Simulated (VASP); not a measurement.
VASP 6 on Si, 16 atoms, HSE06, 300 eV, 2×2×2 Γ-centred mesh, vasp_std. Each run had one machine to itself; times are medians of up to 3 turns, which differed by up to 2 %. Differences under about 10 % mean little, and other builds and machines will differ.

INCAR of the first run: PREC = Normal; ENCUT = 300; EDIFF = 1E-12; NELM = 9; ALGO = Normal; LREAL = Auto; LASPH = .TRUE.; ISMEAR = 0; SIGMA = 0.05; GGA = PE; HFSCREEN = 0.2; AEXX = 0.25; LHFCALC = .TRUE.; PRECFOCK = Fast; ISYM = 0; LWAVE = .FALSE.; LCHARG = .FALSE.; NELMIN = 9; KPAR = 1; NCORE = 1

| run | seconds an electronic step (mean of the last four of 9) |
|---|---|
| 48 ranks, KPAR = 1, NCORE = 1 | 1.6 |
| 48 ranks, KPAR = 1, NCORE = 4 | 1.1 |
| 48 ranks, KPAR = 2, NCORE = 1 | 1.2 |
| 48 ranks, KPAR = 2, NCORE = 4 | 0.82 |
| 48 ranks, KPAR = 4, NCORE = 1 | 0.92 |
| 48 ranks, KPAR = 4, NCORE = 4 | 0.80 |
| 48 ranks, KPAR = 8, NCORE = 1 | 0.77 |

On 48 cores the runs span a factor of 2.0.

Runs that failed, blew up or ran out of time are left out.

The cell is a supercell.
